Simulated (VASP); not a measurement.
# In3SbO4 (I422) in VASP: further runs, part 2 of 2

VASP 6.6.1.

**3. Relaxation of cell and atoms, PBE**

This run uses another cell than the first one, of 20.84 Å³/atom, 1.093 times its volume.

File INCAR:

```
ALGO = Fast
EDIFF = 1E-4
EDIFFG = -0.08
ENCUT = 520
GGA = PE
IBRION = 2
ISIF = 3
ISMEAR = 0
LASPH = True
LCHARG = False
LREAL = False
LWAVE = False
NELM = 60
NSW = 24
PREC = Normal
SIGMA = 0.15
```

File KPOINTS:

```
k-points
0
Gamma
  3 3 3
```

File POSCAR:

```
In3SbO4
1.0
   -3.0033083600      3.0033083600      4.6211294200
    3.0033083600     -3.0033083600      4.6211294200
    3.0033083600      3.0033083600     -4.6211294200
In Sb O
3 1 4
Direct
    0.7530391000      0.7530391000      0.0000000000
    0.2469609000      0.2469609000      0.0000000000
    0.5000000000      0.5000000000      0.0000000000
    0.0000000000      0.0000000000      0.0000000000
    0.0061138000      0.5061138000      0.0122275900
    0.4938862000      0.9938862000      0.9877724100
    0.5061138000      0.4938862000      0.5000000000
    0.9938862000      0.0061138000      0.5000000000
```

Potentials or basis: VASP PAW PBE potentials, release 64 (In_d, Sb, O).

Started as:

```console
cat potpaw_PBE.64/In_d/POTCAR potpaw_PBE.64/Sb/POTCAR potpaw_PBE.64/O/POTCAR > POTCAR
mpirun -np 1 vasp_std > vasp.out
```

OUTCAR:

```text
EDIFF = 1E-4
   EDIFFG = -0.08
   ENCUT = 520
   GGA = PE
   IBRION = 2
   ISIF = 3
   ISMEAR = 0
   LASPH = True
   LREAL = False
   NELM = 60
   NSW = 24
   PREC = Normal

 ion  position               nearest neighbor table
   1  0.753  0.753  0.000-   5 2.12   6 2.12   8 2.12   7 2.12   4 2.28   3 2.34
   2  0.247  0.247  0.000-   6 2.12   5 2.12   7 2.12   8 2.12   4 2.28   3 2.34
   3  0.500  0.500  0.000-   1 2.34   2 2.34
   4  0.000  0.000  0.000-   1 2.28   2 2.28
   5  0.006  0.506  0.012-   1 2.12   2 2.12
   6  0.494  0.994  0.988-   2 2.12   1 2.12
   7  0.506  0.494  0.500-   1 2.12   2 2.12
   8  0.994  0.006  0.500-   2 2.12   1 2.12

  LATTYP: Found a body centered tetragonal cell.
 ALAT       =     6.0066167200
 C/A-ratio  =     1.5386796379

  Lattice vectors:

 A1 = (  -3.0033083600,   3.0033083600,   4.6211294200)
 A2 = (   3.0033083600,  -3.0033083600,   4.6211294200)
 A3 = (   3.0033083600,   3.0033083600,  -4.6211294200)

Analysis of symmetry for initial positions (statically):
=====================================================================
 Subroutine PRICEL returns:
 Original cell was already a primitive cell.

 Routine SETGRP: Setting up the symmetry group for a
 body centered tetragonal supercell.

 Subroutine GETGRP returns: Found  8 space group operations
 (whereof  8 operations were pure point group operations)
 out of a pool of 16 trial point group operations.

The static configuration has the point symmetry D_4 .

Analysis of symmetry for dynamics (positions and initial velocities):
=====================================================================
 Subroutine PRICEL returns:
 Original cell was already a primitive cell.

 Routine SETGRP: Setting up the symmetry group for a
 body centered tetragonal supercell.

 Subroutine GETGRP returns: Found  8 space group operations
 (whereof  8 operations were pure point group operations)
 out of a pool of 16 trial point group operations.

The dynamic configuration has the point symmetry D_4 .

 Subroutine INISYM returns: Found  8 space group operations
 (whereof  8 operations are pure point group operations),
 and found     1 'primitive' translations

----------------------------------------------------------------------------------------
[... 109 lines left out ...]
  Thomas-Fermi vector in A             =   2.349496
   LORBIT       =      0    0 simple, 1 ext, 2 COOP (PROOUT), +10 PAW based schemes
   GGA     = PE    functional components
   LHFCALC =     F    Hartree Fock is set to
   AEXX    =    0.0000 exact exchange contribution
   IVDW    =     0    specifies the selected vdW correction
   LEPSILON=     F    determine dielectric tensor
   LRPA    =     F    only Hartree local field effects (RPA)
 conjugate gradient relaxation of ions
 non-spin polarized calculation
 RMM-DIIS sequential band-by-band and
 Gauss-broadening in eV      SIGMA  =   0.15
  energy-cutoff  :      520.00
  volume of cell :      166.73
 maximum number of plane-waves:      4521
   NGX = 23   NGY = 23   NGZ = 23

--------------------------------------- Ionic step        1  -------------------------------------------

 number of electron      68.0000006 magnetization

 Free energy of the ion-electron system (eV)
  ---------------------------------------------------
  ext. energy  EPLUGINS =         0.00000000
  ---------------------------------------------------
  free energy    TOTEN  =       -26.00842169 eV

  energy without entropy =      -25.92683337  energy(sigma->0) =      -25.96762753

 E-fermi :   3.3902     XC(G=0):  -8.9049

 val. band max:        3.3403379257   @ k =  -0.3333  -0.3333   0.3333
 cond. band min:       3.4428373471   @ k =   0.0000   0.0000   0.0000
 fundamental gap:      0.1024994213
 Fermi energy:         3.3902284955

 k-point     1 :       0.0000    0.0000    0.0000
  band No.  band energies     occupation
      1     -13.9405      2.00000
      2     -13.7460      2.00000
      3     -13.2090      2.00000
      4     -13.0921      2.00000
      5     -13.0921      2.00000
      6     -12.1434      2.00000
[... 366 lines left out ...]
  FREE ENERGIE OF THE ION-ELECTRON SYSTEM (eV)
  ---------------------------------------------------
  free  energy   TOTEN  =       -30.8359230093 eV

  energy  without entropy=      -30.7086180514  energy(sigma->0) =      -30.77227053

[... ionic steps 4 to 10 ...]

--------------------------------------- Ionic step       11  -------------------------------------------

 number of electron      67.9999997 magnetization

------------------------ aborting loop because EDIFF is reached ----------------------------------------
[... 79 lines left out ...]
--------------------------------------- Ionic step       13  -------------------------------------------

 number of electron      67.9999920 magnetization

 Free energy of the ion-electron system (eV)
  ---------------------------------------------------
  ext. energy  EPLUGINS =         0.00000000
  ---------------------------------------------------
  free energy    TOTEN  =       -31.24123933 eV

  energy without entropy =      -31.14484553  energy(sigma->0) =      -31.19304243

 E-fermi :   2.0546     XC(G=0):  -8.3218

 val. band max:        2.0286474099   @ k =  -0.3333   0.3333   0.3333
 cond. band min:       2.0625925420   @ k =  -0.3333   0.3333   0.3333
 fundamental gap:      0.0339451321
 Fermi energy:         2.0546324253

 k-point     1 :       0.0000    0.0000    0.0000
  band No.  band energies     occupation
      1     -15.3087      2.00000
      2     -15.0513      2.00000
      3     -14.3425      2.00000
      4     -14.3423      2.00000
      5     -12.6791      2.00000
      6     -12.5696      2.00000
[... 282 lines left out ...]
  FREE ENERGIE OF THE ION-ELECTRON SYSTEM (eV)
  ---------------------------------------------------
  free  energy   TOTEN  =       -31.2412393309 eV

  energy  without entropy=      -31.1448455286  energy(sigma->0) =      -31.19304243

 reached required accuracy - stopping structural energy minimisation
```

Run time: 5.1 min. Hardware: 1 thread of Intel Xeon Platinum 8259CL at 2.50GHz (Skylake/Cascade Lake), shared host; peak memory 0.24 GiB.

Results:

```yaml
Free_energy: -31.2412 eV
Relaxed_volume: 24.52 Å³/atom
Relaxed_cell: a = 7.127 Å, b = 7.127 Å, c = 7.127 Å, α = 131.95°, β = 131.95°, γ = 70.30°
Space_group_after_relaxing_to_0.05_Å: I422 (No. 97)
Energy_gained_by_relaxing: 654.1 meV/atom
Ionic_steps: 13
Pressure_after_relaxing: 0.2 GPa
Largest_force_after_relaxing: 0.037 eV/Å
Band_gap_on_the_k_mesh: none (metal or under the smearing width)
```

Forces on the atoms (eV/Å):
```
In   0.000  0.000  0.037
In   0.000  0.000 -0.037
In   0.000  0.000  0.000
Sb   0.000  0.000  0.000
O   -0.003 -0.003  0.000
O    0.003  0.003  0.000
O    0.003 -0.003  0.000
O   -0.003  0.003  0.000
```

Step by step:
```
step  energy change (eV)  largest force (eV/Å)  pressure (GPa)  volume (Å³)
   1              0.0000                1.8548           18.90       166.73
   2             -4.0872                1.0596           -7.55       226.24
   3             -4.8275                1.0854           -2.00       201.86
   4             -4.8423                1.1376           -3.11       205.05
   5             -4.8422                1.0669           -2.93       204.28
   6             -5.1289                0.7358            0.78       193.21
   7             -5.1328                0.6963            0.99       192.12
   8             -5.1883                0.5117            0.13       194.63
   9             -5.2116                0.3553           -0.42       196.73
  10             -5.2012                0.0624           -1.42       200.96
  11             -5.2167                0.2882           -0.87       198.13
  12             -5.2315                0.1188            0.35       195.50
  13             -5.2328                0.0368            0.21       196.19
```

Final structure:
```yaml
crystal:
  lattice:
    - [-2.90121, 2.90121, 5.82706]
    - [2.90121, -2.90121, 5.82706]
    - [2.90121, 2.90121, -5.82706]
  atoms:
    - { symbol: In, position: [0.76118, 0.76118, 0.00000] }
    - { symbol: In, position: [0.23882, 0.23882, 0.00000] }
    - { symbol: In, position: [0.50000, 0.50000, 0.00000] }
    - { symbol: Sb, position: [0.00000, 0.00000, 0.00000] }
    - { symbol: O, position: [0.00629, 0.50629, 0.01257] }
    - { symbol: O, position: [0.49371, 0.99371, 0.98743] }
    - { symbol: O, position: [0.50629, 0.49371, 0.50000] }
    - { symbol: O, position: [0.99371, 0.00629, 0.50000] }
```

Caveat: the k mesh is coarse (spacing up to 0.49 Å⁻¹), so the values aren't converged; the volume moved by over 15 % at a fixed basis, so the end points are rough; the relaxation stopped at a loose force limit of 0.08 eV/Å, so its end isn't a converged minimum. The run has no spin-orbit coupling, so splittings on Sb are missing.
